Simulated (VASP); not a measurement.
All values below come from PBEsol GGA, VASP's PBE PAW potentials (set 64) (plane waves; VASP).

VASP input:

### POSCAR
```
Al3Sc
1
    4.0713320499     0.0000000000    -0.0000000000
   -0.0000000000     4.0713320499    -0.0000000000
    0.0000000000     0.0000000000     4.0713320499
Sc Al
1 3
Direct
  0.0000000000   0.0000000000   0.0000000000
  0.0000000000   0.5000000000   0.5000000000
  0.5000000000   0.0000000000   0.5000000000
  0.5000000000   0.5000000000   0.0000000000
```

**INCAR**
```
ALGO=Normal
EDIFF=1E-6
EDIFFG=-0.02
ENCUT=480
GGA=PS
IBRION=2
ISIF=3
ISMEAR=1
LASPH=.TRUE.
LCHARG=.FALSE.
LMAXMIX=4
LREAL=.FALSE.
LWAVE=.FALSE.
NELM=100
NSW=60
PREC=Accurate
SIGMA=0.1
SYSTEM=Al3Sc
```

KPOINTS:
```
Automatic mesh
0
Gamma
7 7 7
0 0 0
```

POTCAR, in this order: Sc_sv Al (PBE.64 set). Program: vasp_std.

Q: What does the run give for the energy per atom (σ→0), band gap (on the k-mesh)?

A: 
```json
{
 "energy per atom (σ→0)": "-5.191 eV/atom",
 "band gap (on the k-mesh)": "none (metal, semimetal or under 0.01 eV)"
}
```

**OSZICAR**
```
...
DAV:   7    -0.207901313660E+02    0.59753E-01   -0.91596E-02   650   0.261E+00    0.189E+00
DAV:   8    -0.207633895532E+02    0.26742E-01   -0.39603E-02   860   0.175E+00    0.236E-01
DAV:   9    -0.207628980932E+02    0.49146E-03   -0.30891E-03   686   0.529E-01    0.100E-01
DAV:  10    -0.207628480322E+02    0.50061E-04   -0.17862E-04   848   0.123E-01    0.810E-02
DAV:  11    -0.207628495729E+02   -0.15407E-05   -0.47497E-05   910   0.517E-02    0.708E-02
DAV:  12    -0.207628347981E+02    0.14775E-04   -0.55577E-05   930   0.794E-02    0.597E-03
DAV:  13    -0.207628349178E+02   -0.11972E-06   -0.12788E-06   464   0.131E-02
   1 F= -.20762835E+02 E0= -.20762281E+02  d E =-.207628E+02
```

The compound is Al3Sc in the L1_2 structure. It was relaxed first. The start is the result of an earlier pass.
